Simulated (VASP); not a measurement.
VASP ran on this input.

KPOINTS:
```
Automatic mesh
0
Gamma
13 13 13
0 0 0
```

POSCAR:
```
C
1
    0.0000000000     1.8192777285     1.8192777285
    1.8192777285     0.0000000000     1.8192777285
    1.8192777285     1.8192777285     0.0000000000
C
2
Direct
  0.0000000000   0.0000000000   0.0000000000
  0.2500000000   0.2500000000   0.2500000000
```

INCAR:
```
SYSTEM=C
PREC=Accurate; ENCUT=520; LREAL=.False.
LASPH=.True.
EDIFF=1E-7; NELM=100; ALGO=Normal
ISMEAR=0; SIGMA=0.05
GGA=CX; LUSE_VDW=.True.; AGGAC=0.0
ISIF=2
LWAVE=.False.; LCHARG=.False.
```

POTCAR, in this order: C (PBE.64 set). Program: vasp_std.

Question: Write an equivalent input for Quantum ESPRESSO's pw.x.

Answer: One equivalent input (not run):
```
&CONTROL
  calculation = 'scf'
  pseudo_dir = './pseudo'
  outdir = './out'
  tprnfor = .true.
  tstress = .true.
/
&SYSTEM
  ibrav = 0
  nat = 2
  ntyp = 1
  ecutwfc = 82
  occupations = 'smearing'
  smearing = 'gaussian'
  degauss = 0.003675
  input_dft = 'vdw-df-cx'
/
&ELECTRONS
  conv_thr = 7.3e-09
  electron_maxstep = 100
/
ATOMIC_SPECIES
  C 12.011 C.upf
CELL_PARAMETERS angstrom
     0.0000000    1.8192777    1.8192777
     1.8192777    0.0000000    1.8192777
     1.8192777    1.8192777    0.0000000
ATOMIC_POSITIONS crystal
  C    0.0000000  0.0000000  0.0000000
  C    0.2500000  0.2500000  0.2500000
K_POINTS automatic
  13 13 13 0 0 0
```
The two are equivalent in intent, not identical: the potentials are each code's own (VASP's PAW set, PseudoDojo norm-conserving files in pw.x), so ENCUT and ecutwfc are chosen apart and not converted; conv_thr bounds pw.x's estimated SCF error, while EDIFF bounds the energy change between steps.

The compound is C in the diamond structure. This cell is one point of a volume scan, at 1.06 of the reference volume.
